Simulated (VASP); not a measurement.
# BaTiO3: the band gap up a ladder of functionals

How does the gap of BaTiO3 depend on the functional? The levels: LDA, PBEsol, PBE, r2SCAN, TB-mBJ, AM05, HSE06, HSEsol, r2SCAN-EpsX, PBE + SOC and TB-mBJ + SOC. The start is a cell from a database of measured crystal structures.

Method: LDA; plane waves and PAW (Ba_sv, Ti_sv, O), in the first sound run; inputs show where later runs differ, in VASP 6.6.1.

Report form: the programs' logs are mostly left out.

## 1. Starting point

Symmetry: Pm-3m, No. 221, cubic system. The conventional cell has a = 4.006 Å, b = 4.006 Å, c = 4.006 Å, α = 90.00°, β = 90.00°, γ = 90.00°. Nearest to Ba lie 12 O at 2.83 Å. Nearest to Ti lie 6 O at 2.00 Å. Nearest to O lie 2 Ti at 2.00 Å and 4 Ba at 2.83 Å. Farther neighbours and most contacts between anions are not listed.

Coordinates:

```
Ba Ti O
1.0
     4.00600    0.00000    0.00000
     0.00000    4.00600    0.00000
     0.00000    0.00000    4.00600
Ba Ti O
1 1 3
Direct
  0.50000 0.50000 0.50000
  0.00000 0.00000 0.00000
  0.50000 0.00000 0.00000
  0.00000 0.50000 0.00000
  0.00000 0.00000 0.50000
```

## 2. Bands with LDA, k 4×4×4

The mesh alone shows little of the dispersion and can miss band extrema, so KPOINTS_OPT adds a path through the symmetry points after the self-consistent cycle. LDA, the lowest rung, knows the local density alone.

Input file INCAR:

```
SYSTEM = BaTiO3
PREC = Accurate
ENCUT = 520
EDIFF = 1E-06
NELM = 100
ISMEAR = 0
SIGMA = 0.02
LREAL = .FALSE.
ALGO = Normal
GGA = CA
NBANDS = 35
LASPH = .TRUE.
LORBIT = 11
LWAVE = .FALSE.
LCHARG = .FALSE.
KPAR = 8
```

Input file POSCAR:

```
BaTiO3
1.0
    4.0060000000      0.0000000000      0.0000000000
    0.0000000000      4.0060000000      0.0000000000
    0.0000000000      0.0000000000      4.0060000000
Ba Ti O
1 1 3
Direct
    0.5000000000      0.5000000000      0.5000000000
    0.0000000000      0.0000000000      0.0000000000
    0.5000000000      0.0000000000      0.0000000000
    0.0000000000      0.5000000000      0.0000000000
    0.0000000000      0.0000000000      0.5000000000
```

Input file KPOINTS:

```
Automatic mesh
0
Gamma
4 4 4
0 0 0
```

Input file KPOINTS_OPT:

```
Line mode
16
Line-mode
Reciprocal
  0.00000000   0.00000000   0.00000000 GAMMA
  0.00000000   0.50000000   0.00000000 X

  0.00000000   0.50000000   0.00000000 X
  0.50000000   0.50000000   0.00000000 M

  0.50000000   0.50000000   0.00000000 M
  0.00000000   0.00000000   0.00000000 GAMMA

  0.00000000   0.00000000   0.00000000 GAMMA
  0.50000000   0.50000000   0.50000000 R

  0.50000000   0.50000000   0.50000000 R
  0.00000000   0.50000000   0.00000000 X

  0.50000000   0.50000000   0.00000000 M
  0.50000000   0.50000000   0.50000000 R
```

Potentials, in the order of the species: Ba_sv, Ti_sv and O (PBE family, release 64).

Started as:

```
$ mpirun -np 8 vasp_std
```

Elapsed: 33 s, on 8 MPI ranks of AMD EPYC 7R43, shared host; peak memory 1.3 GiB; 4.2 min of CPU time.

Harder data sets than Ba_sv exist (the GW ones), and pressures, volumes and forces can shift noticeably with them. The PAW data sets were made with PBE, though LDA sets exist; this is a small mismatch. At this level the cell is under a tension of 7.2 GPa, so at these settings it is away from equilibrium.

Numbers from this step:

```
SCF cycles                        : 16
electrons                         : 40
bands                             : 35
irreducible k-points              : 10
symmetry operations               : 48
free energy (TOTEN)               : -44.24 eV
Fermi energy                      : 3.738 eV
pressure                          : -7.173 GPa
metallic                          : no
least gap on mesh and path        : 1.629 eV
least direct gap on mesh and path : 1.771 eV
valence top at k                  : 0.5, 0.5, 0.5
conduction bottom at k            : 0, 0, 0
least direct gap at k             : 0, 0, 0
```

Electronic bands along the path, in eV, zero at the valence-band top; v1 is the highest filled band, c1 the lowest empty one:

```csv
point,v4,v3,v2,v1,c1,c2,c3,c4
Γ,-1.11,-0.14,-0.14,-0.14,1.63,1.63,1.63,3.90
0.47 of the way,-1.54,-1.16,-0.45,-0.45,1.70,2.53,2.53,3.90
X,-1.86,-1.86,-0.72,-0.72,1.79,3.42,3.42,3.90
0.53 of the way,-1.36,-1.35,-1.12,-0.45,2.76,3.42,3.56,4.60
M,-1.74,-0.87,-0.87,-0.09,3.43,3.43,3.83,4.75
0.47 of the way,-1.54,-1.05,-1.01,-0.47,2.67,2.81,3.06,4.50
Γ,-1.11,-0.14,-0.14,-0.14,1.63,1.63,1.63,3.90
0.47 of the way,-2.35,-0.73,-0.73,-0.64,2.95,2.97,2.97,5.70
R,-2.41,0.00,0.00,0.00,4.10,4.10,4.10,6.64
0.47 of the way,-2.27,-0.86,-0.57,-0.43,3.30,3.67,3.68,6.01
X,-1.86,-1.86,-0.72,-0.72,1.79,3.42,3.42,3.90
jump to M,-1.74,-0.87,-0.87,-0.09,3.43,3.43,3.83,4.75
0.47 of the way,-2.53,-0.57,-0.57,-0.05,3.70,3.70,3.95,6.04
R,-2.41,0.00,0.00,0.00,4.10,4.10,4.10,6.64
```

Of the projections kept (Ba, Ti, O), the largest for each band there; the rest of the weight can lie on other orbitals:

```csv
point,v4,v3,v2,v1,c1,c2,c3,c4
Γ,O 1.00,O 0.94,O 0.94,O 0.94,Ti 0.97,Ti 0.97,Ti 0.97,Ti 0.95
X,O 0.69,O 0.69,O 0.93,O 0.93,Ti 1.00,Ti 0.80,Ti 0.80,Ti 0.95
M,O 0.86,O 0.88,O 0.88,O 0.97,Ti 0.82,Ti 0.82,Ti 0.86,Ti 0.88
Γ,O 1.00,O 0.94,O 0.94,O 0.94,Ti 0.97,Ti 0.97,Ti 0.97,Ti 0.95
R,O 0.56,O 1.00,O 1.00,O 1.00,Ti 0.81,Ti 0.81,Ti 0.81,Ba 0.83
X,O 0.69,O 0.69,O 0.93,O 0.93,Ti 1.00,Ti 0.80,Ti 0.80,Ti 0.95
```

The gap is 1.63 eV, indirect, from R to Γ.

## 3. Bands with PBEsol, k 4×4×4

This step: PBEsol; plane waves and PAW (Ba_sv, Ti_sv, O) (VASP 6.6.1).

PBEsol restores the gradient expansion of exchange and is tuned for the cells of solids.

Changes to INCAR since step 2:

```diff
@@ -9,3 +9,3 @@
 ALGO = Normal
-GGA = CA
+GGA = PS
 NBANDS = 35
```

POSCAR is that of step 2.

KPOINTS is that of step 2.

KPOINTS_OPT is that of step 2.

Started as:

```
$ mpirun -np 8 vasp_std
```

It took 35 s on 8 MPI ranks; peak memory 1.3 GiB.

The PAW data sets were made with PBE, which is usual practice but a small mismatch for other functionals. At this level the cell is under a tension of 2.8 GPa, so at these settings it is away from equilibrium.

This step gave:

```
SCF cycles                        : 15
free energy (TOTEN)               : -41.96 eV
Fermi energy                      : 3.867 eV
pressure                          : -2.756 GPa
least gap on mesh and path        : 1.675 eV
least direct gap on mesh and path : 1.823 eV
```

The electronic bands at the labelled points (eV, zero at the valence-band top; v1 is the highest filled band, c1 the lowest empty one):

```csv
point,v4,v3,v2,v1,c1,c2,c3,c4
Γ,-1.11,-0.15,-0.15,-0.15,1.68,1.68,1.68,3.90
0.47 of the way,-1.53,-1.17,-0.45,-0.45,1.75,2.57,2.57,3.90
X,-1.86,-1.86,-0.72,-0.72,1.84,3.46,3.46,3.90
0.53 of the way,-1.37,-1.35,-1.12,-0.46,2.81,3.46,3.59,4.59
M,-1.75,-0.88,-0.88,-0.09,3.47,3.47,3.87,4.74
0.47 of the way,-1.54,-1.05,-1.01,-0.47,2.71,2.85,3.09,4.50
Γ,-1.11,-0.15,-0.15,-0.15,1.68,1.68,1.68,3.90
0.47 of the way,-2.34,-0.73,-0.73,-0.64,2.99,3.01,3.01,5.70
R,-2.42,0.00,0.00,0.00,4.14,4.14,4.14,6.62
0.47 of the way,-2.27,-0.86,-0.57,-0.43,3.34,3.71,3.72,6.02
X,-1.86,-1.86,-0.72,-0.72,1.84,3.46,3.46,3.90
jump to M,-1.75,-0.88,-0.88,-0.09,3.47,3.47,3.87,4.74
0.47 of the way,-2.53,-0.58,-0.58,-0.05,3.74,3.74,3.99,6.03
R,-2.42,0.00,0.00,0.00,4.14,4.14,4.14,6.62
```

Of the projections kept (Ba, Ti, O), the largest for each band there; the rest of the weight can lie on other orbitals:

```csv
point,v4,v3,v2,v1,c1,c2,c3,c4
Γ,O 1.00,O 0.95,O 0.95,O 0.95,Ti 0.97,Ti 0.97,Ti 0.97,Ti 0.95
X,O 0.70,O 0.70,O 0.93,O 0.93,Ti 1.00,Ti 0.80,Ti 0.80,Ti 0.95
M,O 0.86,O 0.88,O 0.88,O 0.97,Ti 0.82,Ti 0.82,Ti 0.87,Ti 0.88
Γ,O 1.00,O 0.95,O 0.95,O 0.95,Ti 0.97,Ti 0.97,Ti 0.97,Ti 0.95
R,O 0.57,O 1.00,O 1.00,O 1.00,Ti 0.82,Ti 0.82,Ti 0.82,Ba 0.84
X,O 0.70,O 0.70,O 0.93,O 0.93,Ti 1.00,Ti 0.80,Ti 0.80,Ti 0.95
```

The gap is 1.68 eV, indirect, from R to Γ. Against LDA that is +0.05 eV; the cost is about the same.

## 4. Bands with PBE, k 4×4×4

This step: PBE; plane waves and PAW (Ba_sv, Ti_sv, O) (VASP 6.6.1).

PBE, the usual starting point, adds the gradient of the density.

Changes to INCAR since step 3:

```diff
@@ -9,3 +9,3 @@
 ALGO = Normal
-GGA = PS
+GGA = PE
 NBANDS = 35
```

POSCAR is that of step 3.

KPOINTS is that of step 3.

KPOINTS_OPT is that of step 3.

Started as:

```
$ mpirun -np 8 vasp_std
```

The job ended after 44 s (8 MPI ranks; peak memory 1.4 GiB; 5.7 min of CPU time).

At this level the cell is under a pressure of 3.5 GPa, so at these settings it is away from equilibrium.

The electronic bands at the labelled points (eV, zero at the valence-band top; v1 is the highest filled band, c1 the lowest empty one):

```csv
point,v4,v3,v2,v1,c1,c2,c3,c4
Γ,-1.09,-0.15,-0.15,-0.15,1.72,1.72,1.72,3.86
0.47 of the way,-1.50,-1.15,-0.45,-0.45,1.79,2.59,2.59,3.87
X,-1.83,-1.83,-0.72,-0.72,1.88,3.45,3.45,3.87
0.53 of the way,-1.34,-1.33,-1.11,-0.45,2.82,3.46,3.60,4.56
M,-1.72,-0.87,-0.87,-0.09,3.46,3.46,3.87,4.71
0.47 of the way,-1.52,-1.03,-1.00,-0.47,2.73,2.86,3.11,4.47
Γ,-1.09,-0.15,-0.15,-0.15,1.72,1.72,1.72,3.86
0.47 of the way,-2.31,-0.73,-0.73,-0.63,3.00,3.02,3.02,5.67
R,-2.41,0.00,0.00,0.00,4.12,4.12,4.12,6.71
0.47 of the way,-2.24,-0.85,-0.56,-0.42,3.34,3.70,3.71,5.98
X,-1.83,-1.83,-0.72,-0.72,1.88,3.45,3.45,3.87
jump to M,-1.72,-0.87,-0.87,-0.09,3.46,3.46,3.87,4.71
0.47 of the way,-2.50,-0.57,-0.57,-0.05,3.73,3.73,3.98,6.02
R,-2.41,0.00,0.00,0.00,4.12,4.12,4.12,6.71
```

Of the projections kept (Ba, Ti, O), the largest for each band there; the rest of the weight can lie on other orbitals:

```csv
point,v4,v3,v2,v1,c1,c2,c3,c4
Γ,O 1.00,O 0.95,O 0.95,O 0.95,Ti 0.97,Ti 0.97,Ti 0.97,Ti 0.95
X,O 0.71,O 0.71,O 0.94,O 0.94,Ti 1.00,Ti 0.80,Ti 0.80,Ti 0.95
M,O 0.86,O 0.89,O 0.89,O 0.97,Ti 0.82,Ti 0.82,Ti 0.87,Ti 0.88
Γ,O 1.00,O 0.95,O 0.95,O 0.95,Ti 0.97,Ti 0.97,Ti 0.97,Ti 0.95
R,O 0.58,O 1.00,O 1.00,O 1.00,Ti 0.82,Ti 0.82,Ti 0.82,Ba 0.84
X,O 0.71,O 0.71,O 0.94,O 0.94,Ti 1.00,Ti 0.80,Ti 0.80,Ti 0.95
```

The gap is 1.72 eV, indirect, from R to Γ. Against LDA that is +0.09 eV; this run took 1.3 times the core time.

## 5. Bands with r2SCAN, k 4×4×4

This step: r2SCAN; plane waves and PAW (Ba_sv, Ti_sv, O) (VASP 6.6.1).

r2SCAN adds the kinetic-energy density, costs more than a GGA and is run with LASPH.

Changes to INCAR since step 4:

```diff
@@ -9,5 +9,5 @@
 ALGO = Normal
-GGA = PE
+METAGGA = R2SCAN
+LASPH = .TRUE.
 NBANDS = 35
-LASPH = .TRUE.
 LORBIT = 11
```

POSCAR is that of step 4.

KPOINTS is that of step 4.

KPOINTS_OPT is that of step 4.

Started as:

```
$ mpirun -np 8 vasp_std
```

Run time: 1.9 min. Hardware: 8 MPI ranks; peak memory 1.4 GiB; 15 min of CPU time.

The electronic bands at the labelled points (eV, zero at the valence-band top; v1 is the highest filled band, c1 the lowest empty one):

```csv
point,v4,v3,v2,v1,c1,c2,c3,c4
Γ,-1.12,-0.16,-0.16,-0.16,2.11,2.11,2.11,4.13
0.47 of the way,-1.51,-1.15,-0.46,-0.46,2.18,2.96,2.96,4.13
X,-1.83,-1.83,-0.75,-0.75,2.26,3.82,3.82,4.14
0.53 of the way,-1.38,-1.34,-1.13,-0.45,3.18,3.82,3.98,4.87
M,-1.79,-0.89,-0.89,-0.09,3.83,3.83,4.27,5.04
0.47 of the way,-1.53,-1.04,-1.02,-0.48,3.10,3.21,3.50,4.77
Γ,-1.12,-0.16,-0.16,-0.16,2.11,2.11,2.11,4.13
0.47 of the way,-2.32,-0.73,-0.73,-0.65,3.38,3.40,3.40,6.01
R,-2.43,0.00,0.00,0.00,4.51,4.51,4.51,7.40
0.47 of the way,-2.25,-0.85,-0.56,-0.43,3.71,4.08,4.10,6.34
X,-1.83,-1.83,-0.75,-0.75,2.26,3.82,3.82,4.14
jump to M,-1.79,-0.89,-0.89,-0.09,3.83,3.83,4.27,5.04
0.47 of the way,-2.51,-0.57,-0.57,-0.05,4.11,4.11,4.37,6.42
R,-2.43,0.00,0.00,0.00,4.51,4.51,4.51,7.40
```

Of the projections kept (Ba, Ti, O), the largest for each band there; the rest of the weight can lie on other orbitals:

```csv
point,v4,v3,v2,v1,c1,c2,c3,c4
Γ,O 1.00,O 0.95,O 0.95,O 0.95,Ti 0.97,Ti 0.97,Ti 0.97,Ti 0.96
X,O 0.73,O 0.73,O 0.94,O 0.94,Ti 1.00,Ti 0.82,Ti 0.82,Ti 0.96
M,O 0.86,O 0.89,O 0.89,O 0.98,Ti 0.84,Ti 0.84,Ti 0.87,Ti 0.89
Γ,O 1.00,O 0.95,O 0.95,O 0.95,Ti 0.97,Ti 0.97,Ti 0.97,Ti 0.96
R,O 0.59,O 1.00,O 1.00,O 1.00,Ti 0.83,Ti 0.83,Ti 0.83,Ba 0.85
X,O 0.73,O 0.73,O 0.94,O 0.94,Ti 1.00,Ti 0.82,Ti 0.82,Ti 0.96
```

The gap is 2.11 eV, indirect, from R to Γ. Against LDA that is +0.48 eV; this run took 3.4 times the core time.

## 6. Bands with TB-mBJ, k 4×4×4

This step: TB-mBJ; plane waves and PAW (Ba_sv, Ti_sv, O) (VASP 6.6.1).

TB-mBJ is a local potential fitted to gaps: it costs far less than a hybrid but gives no energy.

Changes to INCAR since step 5:

```diff
@@ -4,3 +4,3 @@
 EDIFF = 1E-06
-NELM = 100
+NELM = 150
 ISMEAR = 0
@@ -9,3 +9,3 @@
 ALGO = Normal
-METAGGA = R2SCAN
+METAGGA = MBJ
 LASPH = .TRUE.
```

POSCAR is that of step 5.

KPOINTS is that of step 5.

KPOINTS_OPT is that of step 5.

Started as:

```
$ mpirun -np 8 vasp_std
```

It took 2.7 min on 8 MPI ranks; peak memory 1.5 GiB.

The electronic loop ended without reaching EDIFF, so its numbers are not used.

## 7. Bands with AM05, k 4×4×4

This step: AM05; plane waves and PAW (Ba_sv, Ti_sv, O) (VASP 6.6.1).

AM05 is built from the electron gas and the surface model, and does well on lattice constants.

Input file INCAR:

```
SYSTEM = BaTiO3
PREC = Accurate
ENCUT = 520
EDIFF = 1E-06
NELM = 100
ISMEAR = 0
SIGMA = 0.02
LREAL = .FALSE.
ALGO = Normal
GGA = AM
NBANDS = 35
LASPH = .TRUE.
LORBIT = 11
LWAVE = .FALSE.
LCHARG = .FALSE.
KPAR = 8
```

POSCAR is that of step 6.

KPOINTS is that of step 6.

KPOINTS_OPT is that of step 6.

Started as:

```
$ mpirun -np 8 vasp_std
```

The job ended after 34 s (8 MPI ranks; peak memory 1.4 GiB).

At this level the cell is under a tension of 2.0 GPa, so at these settings it is away from equilibrium.

Electronic bands along the path, in eV, zero at the valence-band top; v1 is the highest filled band, c1 the lowest empty one:

```csv
point,v4,v3,v2,v1,c1,c2,c3,c4
Γ,-1.10,-0.15,-0.15,-0.15,1.68,1.68,1.68,3.89
0.47 of the way,-1.52,-1.17,-0.45,-0.45,1.75,2.57,2.57,3.89
X,-1.85,-1.85,-0.72,-0.72,1.84,3.45,3.45,3.89
0.53 of the way,-1.36,-1.35,-1.12,-0.45,2.80,3.45,3.59,4.59
M,-1.74,-0.88,-0.88,-0.09,3.45,3.45,3.87,4.74
0.47 of the way,-1.53,-1.04,-1.01,-0.47,2.71,2.84,3.09,4.49
Γ,-1.10,-0.15,-0.15,-0.15,1.68,1.68,1.68,3.89
0.47 of the way,-2.34,-0.73,-0.73,-0.64,2.98,3.00,3.00,5.70
R,-2.43,0.00,0.00,0.00,4.12,4.12,4.12,6.66
0.47 of the way,-2.27,-0.86,-0.57,-0.43,3.33,3.70,3.71,6.01
X,-1.85,-1.85,-0.72,-0.72,1.84,3.45,3.45,3.89
jump to M,-1.74,-0.88,-0.88,-0.09,3.45,3.45,3.87,4.74
0.47 of the way,-2.53,-0.58,-0.58,-0.05,3.73,3.73,3.98,6.03
R,-2.43,0.00,0.00,0.00,4.12,4.12,4.12,6.66
```

Of the projections kept (Ba, Ti, O), the largest for each band there; the rest of the weight can lie on other orbitals:

```csv
point,v4,v3,v2,v1,c1,c2,c3,c4
Γ,O 1.00,O 0.95,O 0.95,O 0.95,Ti 0.97,Ti 0.97,Ti 0.97,Ti 0.95
X,O 0.70,O 0.70,O 0.93,O 0.93,Ti 1.00,Ti 0.80,Ti 0.80,Ti 0.95
M,O 0.86,O 0.88,O 0.88,O 0.97,Ti 0.82,Ti 0.82,Ti 0.86,Ti 0.88
Γ,O 1.00,O 0.95,O 0.95,O 0.95,Ti 0.97,Ti 0.97,Ti 0.97,Ti 0.95
R,O 0.57,O 1.00,O 1.00,O 1.00,Ti 0.82,Ti 0.82,Ti 0.82,Ba 0.84
X,O 0.70,O 0.70,O 0.93,O 0.93,Ti 1.00,Ti 0.80,Ti 0.80,Ti 0.95
```

The gap is 1.67 eV, indirect, from R to Γ. Against LDA that is +0.05 eV; the cost is about the same.

## 8. Starting orbitals for the hybrid

This step: PBE; plane waves and PAW (Ba_sv, Ti_sv, O) (VASP 6.6.1).

A hybrid converges badly from random orbitals, so a cheap semilocal run writes a WAVECAR on the same mesh first.

Input file INCAR:

```
SYSTEM = BaTiO3
PREC = Accurate
ENCUT = 520
EDIFF = 1E-05
NELM = 100
ISMEAR = 0
SIGMA = 0.02
LREAL = .FALSE.
ALGO = Normal
GGA = PE
NBANDS = 26
LASPH = .TRUE.
LORBIT = 11
LWAVE = .TRUE.
LCHARG = .FALSE.
KPAR = 8
```

POSCAR is that of step 7.

KPOINTS is that of step 7.

Started as:

```
$ mpirun -np 8 vasp_std
```

Run time: 7.2 s. Hardware: 8 MPI ranks; peak memory 1.2 GiB; 51 s of CPU time.

The gap is read on the k-mesh alone, so it is an upper bound where the band edges lie off the mesh. At this level the cell is under a pressure of 3.6 GPa, so at these settings it is away from equilibrium.

A gap read on the k-mesh alone can miss the band edges.

Numbers from this step:

* SCF cycles: 14
* bands: 26
* free energy (TOTEN): -39.95 eV
* Fermi energy: 4.109 eV
* pressure: 3.596 GPa
* gap on the k-mesh: 1.717 eV
* least direct gap on the k-mesh: 1.866 eV

## 9. Bands with HSE06, k 4×4×4

This step: HSE06; plane waves and PAW (Ba_sv, Ti_sv, O) (VASP 6.6.1).

HSE06 mixes in a quarter of exact exchange at short range, at far higher cost; in semiconductors this cures much of the gap error, while metals seldom gain.

Input file INCAR:

```
SYSTEM = BaTiO3
PREC = Accurate
ENCUT = 520
EDIFF = 1E-06
NELM = 100
ISMEAR = 0
SIGMA = 0.02
LREAL = .FALSE.
ALGO = Normal
LHFCALC = .TRUE.
AEXX = 0.25
GGA = PE
HFSCREEN = 0.2
LASPH = .TRUE.
NBANDS = 26
PRECFOCK = Fast
LORBIT = 11
LWAVE = .FALSE.
LCHARG = .FALSE.
KPAR = 8
```

POSCAR is that of step 8.

KPOINTS is that of step 8.

Changes to KPOINTS_OPT since step 7:

```diff
@@ -1,3 +1,3 @@
 Line mode
-16
+6
 Line-mode
```

The WAVECAR or CHGCAR of an earlier step is read.

Started as:

```
$ mpirun -np 8 vasp_std
```

Elapsed: 14 min, on 8 MPI ranks; peak memory 2.3 GiB.

The electronic bands at the labelled points (eV, zero at the valence-band top; v1 is the highest filled band, c1 the lowest empty one):

```csv
point,v4,v3,v2,v1,c1,c2,c3,c4
Γ,-1.17,-0.12,-0.12,-0.12,3.14,3.14,3.14,5.24
0.40 of the way,-1.48,-1.01,-0.38,-0.38,3.20,3.87,3.87,5.24
X,-1.93,-1.93,-0.76,-0.76,3.31,5.05,5.05,5.25
0.60 of the way,-1.56,-1.29,-1.14,-0.36,4.50,5.06,5.32,6.07
M,-1.92,-0.92,-0.92,-0.09,5.07,5.07,5.59,6.19
0.40 of the way,-1.59,-1.25,-1.03,-0.43,4.42,4.54,4.91,5.99
Γ,-1.17,-0.12,-0.12,-0.12,3.14,3.14,3.14,5.24
0.40 of the way,-2.15,-0.80,-0.72,-0.72,4.28,4.32,4.32,6.82
R,-2.54,0.00,0.00,0.00,5.85,5.85,5.85,8.34
0.40 of the way,-2.46,-0.74,-0.48,-0.32,5.15,5.46,5.47,7.96
X,-1.93,-1.93,-0.76,-0.76,3.31,5.05,5.05,5.25
jump to M,-1.92,-0.92,-0.92,-0.09,5.07,5.07,5.59,6.19
0.40 of the way,-2.67,-0.69,-0.69,-0.06,5.31,5.31,5.68,7.33
R,-2.54,0.00,0.00,0.00,5.85,5.85,5.85,8.34
```

Of the projections kept (Ba, Ti, O), the largest for each band there; the rest of the weight can lie on other orbitals:

```csv
point,v4,v3,v2,v1,c1,c2,c3,c4
Γ,O 1.00,O 0.94,O 0.94,O 0.94,Ti 0.96,Ti 0.96,Ti 0.96,Ti 0.95
X,O 0.74,O 0.74,O 0.94,O 0.94,Ti 1.00,Ti 0.83,Ti 0.83,Ti 0.95
M,O 0.86,O 0.88,O 0.88,O 0.98,Ti 0.84,Ti 0.84,Ti 0.87,Ti 0.89
Γ,O 1.00,O 0.94,O 0.94,O 0.94,Ti 0.96,Ti 0.96,Ti 0.96,Ti 0.95
R,O 0.58,O 1.00,O 1.00,O 1.00,Ti 0.84,Ti 0.84,Ti 0.84,Ba 0.84
X,O 0.74,O 0.74,O 0.94,O 0.94,Ti 1.00,Ti 0.83,Ti 0.83,Ti 0.95
```

The gap is 3.14 eV, indirect, from R to Γ. Against LDA that is +1.51 eV; this run took 25 times the core time, on fewer points of the path.

(Continued in part 2 of 2.)

[Lines on the potential files, build, host, timing and source positions are cut from VASP's logs without a mark.]

[Logs are printed without paths, hosts, clocks, repeated set-up lines and the standing remarks that a program may print on its own settings, such as how far it seeks lower states.]

[Hosts, paths, dates, database ids (printed as entryN), source tags and the programs' standing remarks are cut or masked in the printed files.]

[A measured line is paired with the nearest computed mode of its activity, which favours agreement.]
